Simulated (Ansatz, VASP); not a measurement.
**One calculation of SiSn2, two programs**

File INCAR:

```
SYSTEM = SiSn2
ALGO = Normal ; EDIFF = 1E-6
EDIFFG = -0.01 ; ENCUT = 600
GGA = PE ; IBRION = 2
ISIF = 3 ; ISMEAR = 0
LASPH = .True. ; LCHARG = .False.
LREAL = .False. ; LWAVE = .False.
NELM = 100 ; NSW = 100
PREC = Accurate ; SIGMA = 0.1
```

The input KPOINTS:

```
k-points
0
Gamma
  12 12 4
  0 0 0
```

Contents of POSCAR:

```
SiSn2
1.0
    3.9164269308      0.0000000000      0.0000000000
   -1.9582134654      3.3917252142      0.0000000000
    0.0000000000      0.0000000000     12.1427749857
Si Sn
2 4
Direct
    0.3333333333      0.6666666667      0.7500000000
    0.6666666667      0.3333333333      0.2500000000
    0.3333333333      0.6666666667      0.1165912753
    0.3333333333      0.6666666667      0.3834087247
    0.6666666667      0.3333333333      0.6165912753
    0.6666666667      0.3333333333      0.8834087247
```

Input for Ansatz:

```yaml
crystal:
  lattice:
    - [3.9164269308, 0.0, 0.0]
    - [-1.9582134654, 3.3917252142, 0.0]
    - [0.0, 0.0, 12.1427749857]
  atoms:
    - { symbol: Si, position: [0.3333333333, 0.6666666667, 0.75] }
    - { symbol: Si, position: [0.6666666667, 0.3333333333, 0.25] }
    - { symbol: Sn, position: [0.3333333333, 0.6666666667, 0.1165912753] }
    - { symbol: Sn, position: [0.3333333333, 0.6666666667, 0.3834087247] }
    - { symbol: Sn, position: [0.6666666667, 0.3333333333, 0.6165912753] }
    - { symbol: Sn, position: [0.6666666667, 0.3333333333, 0.8834087247] }
basis:
  ecutwfc: 420
kpoints:
  mp_grid: { grid: [12, 12, 4] }
hamiltonian:
  xc: pbe
scf:
  occupations: { method: gaussian, width: 0.1 }
output:
  forces: true
  stress: true
  eigenvalues: true
relax:
  adjacent_minimum: "off"
  f_tol: 0.01
  max_steps: 80
  cell: { stress_tol: 0.05 }
```

Alike in both runs: task relaxation of cell and atoms; functional PBE; k mesh 12 × 12 × 4; occupations gaussian, width 0.1 eV; no spin polarisation.

```csv
,VASP,Ansatz
version,VASP 6.6.1,Ansatz 0.2.0
potentials or method,"VASP PAW PBE potentials, release 64 (Si, Sn_d)","scalar-relativistic, plane waves, PAW"
plane-wave cutoff (eV),600,420
valence electrons in the cell,64,64
```

```tsv
	VASP	Ansatz	Ansatz less VASP
gap on the k mesh at the Fermi level, each at its own relaxed structure (eV)	none	none	-
relaxed volume (Å³/atom)	26.55	26.60	+0.052
relaxed cell length with the largest relative difference (Å)	3.933	3.936	+0.0032
energy change over the relaxation (meV/atom)	-2	-2	0.0
```

A gap of «none» marks a metal or a gap that the smearing closes.
